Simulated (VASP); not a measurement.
A convergence study with VASP on CaSe (rock salt): one setting is varied, all else stays as given below, so the limit is that of these other settings.

```
CaSe
1.0
    0.00000     2.96000     2.96000
    2.96000     0.00000     2.96000
    2.96000     2.96000     0.00000
Ca Se
1 1
Direct
  0.00000   0.00000   0.00000
  0.50000   0.50000   0.50000
```

These are PBE GGA, VASP's PBE PAW potentials (set 64) (plane waves; VASP) values and carry that method's errors. The tightest run used: 550 eV cut-off, 17×17×17 Γ-centred mesh, Gaussian smearing of 0.050 eV, potentials Ca_sv Se.

```
setting     E (eV/atom)  pressure (GPa)  irreducible k-points
----------  -----------  --------------  --------------------
1×1×1 mesh       0.1834           36.47                     1
2×2×2 mesh      -4.3899            4.40                     3
3×3×3 mesh      -4.6968            1.68                     4
```

Task: These are the cheaper rows. Estimate the results at 17×17×17 mesh, and how far the last row shown lies from them.

Result: 
```csv
quantity,tightest run,last row shown is off by
E (eV/atom),-4.7409,0.0441
pressure (GPa),1.14,0.54
```

Left out are rungs that failed or repeat a setting and relaxations that didn't move; long series are thinned to 24 rows.

The compound is CaSe in the rock salt structure. The cell was not relaxed at this level.
